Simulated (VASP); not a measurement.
**BaLi2Mg2Si2: single point with PBE**

The system is BaLi2Mg2Si2.

```xyz
7
Lattice="5.8331 1.9483 -0.3044 0.2044 5.5852 -0.7687 0.5284 0.4075 4.8871" Properties=species:S:1:pos:R:3 pbc="T T T"
Ba    1.0443    5.8846    3.3205
Mg    0.7690    2.4173    1.3219
Mg    2.6257    3.1245    3.4342
Li    4.1750    6.7258    3.9462
Li    2.7506    4.8880    0.9807
Si    4.2494    2.6416    1.4141
Si    4.7047    4.2980    4.1465
```

The cell was built by a generator and needn't be a form met in nature.

```json
{"Program": "VASP 6.6.1", "Task": "single point", "Functional": "PBE", "Potentials or basis": "VASP PAW PBE potentials, release 64 (Ba_sv, Mg, Li_sv, Si)", "Cutoff": "520 eV", "k mesh": "3 × 3 × 3", "Occupations": "fermi-dirac, width 0.1 eV", "Spin": "no spin polarisation"}
```

- Largest force: 1.305 eV/Å
- Band gap on the k mesh: 0.05 eV, indirect (least direct gap 0.47 eV)

Forces in eV/Å, atoms in the order of the input:
```
Ba   0.062 -1.292 -0.171
Mg  -0.370  0.216 -0.212
Mg  -0.476 -0.323  0.064
Li   0.034  0.052  0.064
Li   0.098 -0.047  0.211
Si   0.446  0.350 -0.227
Si   0.206  1.044  0.272
```

Levels at points of the mesh, in eV from the valence-band top:
```tsv
k point	band 11	band 12	band 13	band 14	band 15	band 16	band 17	band 18
(0.00, 0.00, 0.00)	-2.38	-1.62	-1.21	-0.63	0.62	0.97	1.60	1.89
```

Wall time 67 s on 1 thread of Intel(R) Xeon(R) Platinum 8375C CPU @ 2.90GHz (Ice Lake) (shared host), peak memory 0.3 GiB.

Caveat: the k mesh is coarse (spacing up to 0.43 Å⁻¹), so the values aren't converged; spin-orbit coupling is left out, which moves the levels of the heavy elements. As with any semilocal functional, this PBE gap is likely too small.
